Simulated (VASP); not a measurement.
A convergence study with VASP on HfRh (space group Pm-3m): a few settings are varied, all else stays as given below, so the limit is that of these other settings.

```
HfRh
1.0
    3.27862     0.00000     0.00000
    0.00000     3.27862     0.00000
    0.00000     0.00000     3.27862
Hf Rh
1 1
Direct
  0.00000   0.00000   0.00000
  0.50000   0.50000   0.50000
```

Level of theory: PBEsol GGA, VASP's PBE PAW potentials (set 64) (plane waves; VASP). The last row used: 550 eV cut-off, 18×18×18 Γ-centred mesh, second-order Methfessel-Paxton smearing of 0.40 eV, potentials Hf_pv Rh_pv.

```tsv
setting	E (eV/atom)	pressure (GPa)	irreducible k-points
ISMEAR = -1, SIGMA = 0.01, 6×6×6 mesh	-10.1625	-7.61	20
ISMEAR = -1, SIGMA = 0.1, 6×6×6 mesh	-10.1631	-8.07	20
ISMEAR = 0, SIGMA = 0.01, 6×6×6 mesh	-10.1625	-7.60	20
ISMEAR = 0, SIGMA = 0.1, 6×6×6 mesh	-10.1626	-7.94	20
ISMEAR = 1, SIGMA = 0.01, 6×6×6 mesh	-10.1624	-7.60	20
ISMEAR = 1, SIGMA = 0.2, 6×6×6 mesh	-10.1629	-8.01	20
ISMEAR = 2, SIGMA = 0.05, 6×6×6 mesh	-10.1625	-7.52	20
ISMEAR = 2, SIGMA = 0.2, 6×6×6 mesh	-10.1625	-7.96	20
ISMEAR = -1, SIGMA = 0.01, 12×12×12 mesh	-10.1357	-8.55	84
ISMEAR = -1, SIGMA = 0.2, 12×12×12 mesh	-10.1433	-8.07	84
ISMEAR = 0, SIGMA = 0.01, 12×12×12 mesh	-10.1356	-8.58	84
ISMEAR = 0, SIGMA = 0.2, 12×12×12 mesh	-10.1377	-8.42	84
ISMEAR = 1, SIGMA = 0.01, 12×12×12 mesh	-10.1356	-8.61	84
ISMEAR = 1, SIGMA = 0.4, 12×12×12 mesh	-10.1391	-8.46	84
ISMEAR = 2, SIGMA = 0.05, 12×12×12 mesh	-10.1357	-8.55	84
ISMEAR = 2, SIGMA = 0.4, 12×12×12 mesh	-10.1383	-8.47	84
ISMEAR = -1, SIGMA = 0.05, 18×18×18 mesh	-10.1424	-8.42	220
ISMEAR = -1, SIGMA = 0.2, 18×18×18 mesh	-10.1440	-8.07	220
ISMEAR = 0, SIGMA = 0.05, 18×18×18 mesh	-10.1425	-8.37	220
ISMEAR = 0, SIGMA = 0.2, 18×18×18 mesh	-10.1421	-8.41	220
ISMEAR = 1, SIGMA = 0.05, 18×18×18 mesh	-10.1425	-8.34	220
ISMEAR = 1, SIGMA = 0.4, 18×18×18 mesh	-10.1413	-8.48	220
ISMEAR = 2, SIGMA = 0.1, 18×18×18 mesh	-10.1425	-8.37	220
ISMEAR = 2, SIGMA = 0.4, 18×18×18 mesh	-10.1416	-8.49	220
```

Left out are rungs that failed or repeat a setting and relaxations that didn't move; long series are thinned to 24 rows.

The structure comes from a computed database's HfRh entry (Pm-3m); how it stands against other phases isn't given here. The cell was not relaxed at this level. The electron count is odd and the run is not spin-polarised, which forces a metal.
